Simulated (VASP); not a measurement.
Method: PBE GGA, VASP's PBE PAW potentials (set 64) (plane waves; VASP 6.6.1).

VASP ran on this input.

### INCAR
```
SYSTEM=HfO2
PREC=Accurate; ENCUT=520; LREAL=.FALSE.
LASPH=.TRUE.; ISYM=0
EDIFF=1E-6; NELM=100; ALGO=Normal
LMAXMIX=6
ISMEAR=0; SIGMA=0.05
GGA=PE
ISIF=2
LWAVE=.FALSE.; LCHARG=.FALSE.
```

### POSCAR
```
HfO2
1
    0.0000000000     2.5908000000     2.5908000000
    2.5908000000     0.0000000000     2.5908000000
    2.5908000000     2.5908000000     0.0000000000
Hf O
1 2
Direct
  0.0000000000   0.0000000000   0.0000000000
  0.2500000000   0.2500000000   0.2500000000
  0.7500000000   0.7500000000   0.7500000000
```

KPOINTS:
```
Automatic mesh
0
G
 7 7 7
0 0 0
```

POTCAR, in this order: Hf_pv O (PBE.64 set). Program: vasp_std.

The resulting files:

**OSZICAR**
```
       N       E                     dE             d eps       ncg     rms          rms(c)
DAV:   1     0.997173080210E+02    0.99717E+02   -0.12890E+04  5168   0.144E+03
DAV:   2    -0.320647261885E+02   -0.13178E+03   -0.12832E+03  6652   0.316E+02
DAV:   3    -0.360466856878E+02   -0.39820E+01   -0.39785E+01  6651   0.543E+01
DAV:   4    -0.360701253315E+02   -0.23440E-01   -0.23436E-01  6504   0.458E+00
DAV:   5    -0.360703389451E+02   -0.21361E-03   -0.21360E-03  6616   0.392E-01    0.420E+01
DAV:   6    -0.303301730221E+02    0.57402E+01   -0.32168E+01  6126   0.382E+01    0.394E+01
DAV:   7    -0.302009358860E+02    0.12924E+00   -0.85986E-01  6287   0.839E+00    0.275E+01
DAV:   8    -0.301666688209E+02    0.34267E-01   -0.33756E-01  6714   0.585E+00    0.612E+00
DAV:   9    -0.301512243088E+02    0.15445E-01   -0.56493E-02  6308   0.218E+00    0.166E+00
DAV:  10    -0.301513809878E+02   -0.15668E-03   -0.50045E-03  7339   0.545E-01    0.338E-01
DAV:  11    -0.301513429692E+02    0.38019E-04   -0.30249E-04  6000   0.139E-01    0.227E-01
DAV:  12    -0.301513596738E+02   -0.16705E-04   -0.64528E-05  6681   0.603E-02    0.711E-02
DAV:  13    -0.301513604254E+02   -0.75162E-06   -0.27617E-06  6456   0.121E-02
   1 F= -.30151360E+02 E0= -.30151360E+02  d E =-.684687E-18
```

**OUTCAR**
```
------------------------ aborting loop because EDIFF is reached ----------------------------------------
  FORCE on cell =-STRESS in cart. coord.  units (eV):
  Direction    XX          YY          ZZ          XY          YZ          ZX
  --------------------------------------------------------------------------------------
  Total       -3.0525574     -3.0525586     -3.0525608      0.0000072      0.0000085      0.0000125
  in kB     -140.6185958   -140.6186522   -140.6187553      0.0003334      0.0003924      0.0005741
  external PRESSURE =    -140.6186678 kB  Pullay stress =       0.0000000 kB
  volume of cell :       34.78
      direct lattice vectors                 reciprocal lattice vectors
     0.000000000  2.590800000  2.590800000    -0.192990582  0.192990582  0.192990582
     2.590800000  0.000000000  2.590800000     0.192990582 -0.192990582  0.192990582
     2.590800000  2.590800000  0.000000000     0.192990582  0.192990582 -0.192990582
 POSITION                                       TOTAL-FORCE (eV/Angst)
 -----------------------------------------------------------------------------------
      0.00000      0.00000      0.00000        -0.000001     -0.000000     -0.000000
      1.29540      1.29540      1.29540        -0.000002     -0.000000      0.000003
      3.88620      3.88620      3.88620         0.000003      0.000001     -0.000003
 -----------------------------------------------------------------------------------
    total drift:                                0.000001     -0.000000      0.000001
  FREE ENERGIE OF THE ION-ELECTRON SYSTEM (eV)
  ---------------------------------------------------
  free  energy   TOTEN  =       -30.1513604254 eV

  energy  without entropy=      -30.1513604254  energy(sigma->0) =      -30.15136043
```
(Selected blocks of OUTCAR.)

The compound is HfO2 in the fluorite structure, the high-temperature cubic form, which is unstable at 0 K; the monoclinic form is the stable one. The cell was not relaxed at this level. The run is one of a series of settings (ISYM = 0 against the base run), some of them coarse on purpose.
